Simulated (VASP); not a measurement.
Set up this calculation in VASP 6.6.1, as the native input.

```
Task                   : relaxation of the atoms
Functional             : LDA
Potentials or basis    : VASP PAW LDA potentials, release 64 (Ir)
Cutoff                 : 600 eV
k mesh                 : 16 × 16 × 16
Occupations            : methfessel-paxton, width 0.1 eV
Spin                   : no spin polarisation
Further INCAR settings : ALGO = Normal; EDIFF = 1e-07; IBRION = 2; EDIFFG = -0.01; NSW = 40
```

The structure of Ir lies in POSCAR:

```
Ir                                      
1.0
    0.0000000000      1.9475000381      1.9475000381
    1.9475000381     -0.0000000000      1.9475000381
    1.9475000381      1.9475000381     -0.0000000000
  Ir            
     1
Direct
     0.0000000000000000    0.0000000000000000    0.0000000000000000
```

The cell isn't the ideal one: a relaxed cell with its volume scaled by 1.06.

The input as run:

INCAR

```
SYSTEM = Ir
PREC = Accurate
ENCUT = 600
EDIFF = 1E-7
ISMEAR = 1
SIGMA = 0.1
LREAL = .False.
LASPH = .True.
NELM = 80
ALGO = Normal
ISIF = 2
LWAVE = .False.
LCHARG = .False.
GGA = CA
IBRION = 2
NSW = 40
EDIFFG = -0.01
```

KPOINTS

```
Automatic mesh
0
Gamma
  16 16 16
  0 0 0
```

Potentials or basis: VASP PAW LDA potentials, release 64 (Ir).

Run with:

```console
$ cat potpaw_LDA.64/Ir/POTCAR > POTCAR
$ mpirun -np 1 vasp_std > vasp.out
```

It gave:

```yaml
Pressure_after_relaxing: -20.3 GPa
Band_gap_on_the_k_mesh: none (metal or under the smearing width)
```

Caveat: the relaxation stopped at its first step, so nothing moved.

Wall time 12 s on 1 thread of AMD EPYC 9R45 (Zen 5) (shared host), peak memory 0.12 GiB.
